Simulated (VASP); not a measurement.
```yaml
crystal:
  lattice:
    - [0.00000, 3.03055, 3.03055]
    - [3.03055, 0.00000, 3.03055]
    - [3.03055, 3.03055, 0.00000]
  atoms:
    - { symbol: Al, position: [0.25000, 0.25000, 0.25000] }
    - { symbol: Al, position: [0.75000, 0.75000, 0.75000] }
    - { symbol: Pt, position: [0.00000, 0.00000, 0.00000] }
```

All values below come from vdW-DF2, VASP's PBE PAW potentials (set 64) (plane waves; VASP). Settings: 520 eV cut-off, 9×9×9 Γ-centred mesh, first-order Methfessel-Paxton smearing of 0.10 eV, potentials Al Pt.

Unless said otherwise, spin-orbit coupling is left out, though it shifts the bands of the heavy elements here.

Task: What does the run give for the energy per atom (σ→0), band gap (on the k-mesh) with the smallest direct gap where there is one?

Result: 
| Item | Result |
|---|---|
| band gap (on the k-mesh) | none (metal, semimetal or under 0.01 eV) |
| energy per atom (σ→0) | -2.992 eV/atom |

Total energies compare only between runs with the same potentials, cut-off and functional.

The compound is PtAl2 in the fluorite structure. It was relaxed first, which changed the volume by +8 %.
